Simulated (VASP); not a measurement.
Level of theory: PBEsol GGA, VASP's PBE PAW potentials (set 64) (plane waves; VASP).

Input for VASP

**POSCAR**
```
CoAl
1
    2.8219163493     0.0000000000     0.0000000000
    0.0000000000     2.8219163493     0.0000000000
    0.0000000000     0.0000000000     2.8219163493
Al Co
1 1
Direct
  0.5000000000   0.5000000000   0.5000000000
  0.0000000000   0.0000000000   0.0000000000
```

**INCAR**
```
SYSTEM=CoAl
PREC=Accurate; ENCUT=400; LREAL=.FALSE.
LASPH=.TRUE.
EDIFF=1E-6; NELM=100; ALGO=Normal
LMAXMIX=4
ISMEAR=1; SIGMA=0.1
GGA=PS
IBRION=2; NSW=60; ISIF=3
EDIFFG=-0.01
LWAVE=.FALSE.; LCHARG=.FALSE.
```

### KPOINTS
```
Automatic
0
G
12 12 12
0 0 0
```

POTCAR, in this order: Al Co (PBE.64 set). Program: vasp_std.

What VASP printed:

OSZICAR:
```
       N       E                     dE             d eps       ncg     rms          rms(c)
DAV:   1     0.282537225129E+02    0.28254E+02   -0.45059E+03  1744   0.102E+03
DAV:   2    -0.139865737085E+02   -0.42240E+02   -0.40004E+02  1690   0.175E+02
DAV:   3    -0.149849593798E+02   -0.99839E+00   -0.99166E+00  2062   0.348E+01
DAV:   4    -0.150011780881E+02   -0.16219E-01   -0.16189E-01  2012   0.404E+00
DAV:   5    -0.150016827492E+02   -0.50466E-03   -0.50465E-03  1968   0.712E-01    0.135E+01
DAV:   6    -0.178391653060E+02   -0.28375E+01   -0.78732E+01  1868   0.134E+02    0.179E+01
DAV:   7    -0.131091224381E+02    0.47300E+01   -0.33870E+01  1840   0.843E+01    0.191E+00
DAV:   8    -0.130988127662E+02    0.10310E-01   -0.23885E-01  1776   0.419E+00    0.123E+00
DAV:   9    -0.130826543358E+02    0.16158E-01   -0.44067E-02  2042   0.291E+00    0.332E-01
DAV:  10    -0.130820494894E+02    0.60485E-03   -0.14909E-03  2028   0.538E-01    0.152E-01
DAV:  11    -0.130820317104E+02    0.17779E-04   -0.35496E-05  2058   0.561E-02    0.290E-02
DAV:  12    -0.130820246377E+02    0.70726E-05   -0.29784E-05  1976   0.764E-02    0.582E-03
DAV:  13    -0.130820245537E+02    0.84021E-07   -0.43792E-07   904   0.656E-03
   1 F= -.13082025E+02 E0= -.13081954E+02  d E =-.130820E+02
```

OUTCAR:
```
------------------------ aborting loop because EDIFF is reached ----------------------------------------
  FORCE on cell =-STRESS in cart. coord.  units (eV):
  Direction    XX          YY          ZZ          XY          YZ          ZX
  --------------------------------------------------------------------------------------
  Total       -0.0074835     -0.0074835     -0.0074835      0.0000000     -0.0000000     -0.0000000
  in kB       -0.5335620     -0.5335620     -0.5335620      0.0000000     -0.0000000     -0.0000000
  external PRESSURE =      -0.5335620 kB  Pullay stress =       0.0000000 kB
  volume of cell :       22.47
      direct lattice vectors                 reciprocal lattice vectors
     2.821916349  0.000000000  0.000000000     0.354369115  0.000000000  0.000000000
     0.000000000  2.821916349  0.000000000     0.000000000  0.354369115  0.000000000
     0.000000000  0.000000000  2.821916349     0.000000000  0.000000000  0.354369115
 POSITION                                       TOTAL-FORCE (eV/Angst)
 -----------------------------------------------------------------------------------
      1.41096      1.41096      1.41096         0.000000      0.000000      0.000000
      0.00000      0.00000      0.00000         0.000000      0.000000      0.000000
 -----------------------------------------------------------------------------------
    total drift:                                0.000000      0.000000     -0.000000
  FREE ENERGIE OF THE ION-ELECTRON SYSTEM (eV)
  ---------------------------------------------------
  free  energy   TOTEN  =       -13.0820245537 eV

  energy  without entropy=      -13.0818118454  energy(sigma->0) =      -13.08195365

 reached required accuracy - stopping structural energy minimisation
```
(Selected blocks of OUTCAR.)

The compound is CoAl in the CsCl type structure. It was relaxed first. The start is the result of an earlier pass. The run is not spin-polarised, so no magnetic state was tried.
